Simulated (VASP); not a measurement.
Here is the system:

```
CELL_PARAMETERS angstrom
      2.86418     0.00000     0.00000
      0.00000     2.86418     0.00000
      0.00000     0.00000     2.86418
ATOMIC_POSITIONS crystal
  Al 0.50000 0.50000 0.50000
  Ni 0.00000 0.00000 0.00000
```

Method: PBE GGA, VASP's PBE PAW potentials (set 64) (plane waves; VASP). Settings: 500 eV cut-off, 13×13×13 Γ-centred mesh, first-order Methfessel-Paxton smearing of 0.10 eV, potentials Al Ni.

Problem. What does the run give for the energy per atom (σ→0), pressure, band gap (on the k-mesh) with the smallest direct gap where there is one?

Solution. 
The band gap (on the k-mesh) is none (metal, semimetal or under 0.01 eV). The energy per atom (σ→0) comes out as -5266 meV/atom and the pressure is 4.99 GPa.

The compound is NiAl in the CsCl type structure. It was relaxed first under an external pressure of 5 GPa. The run is not spin-polarised, so no magnetic state was tried. The electron count is odd and the run is not spin-polarised, which forces a metal.
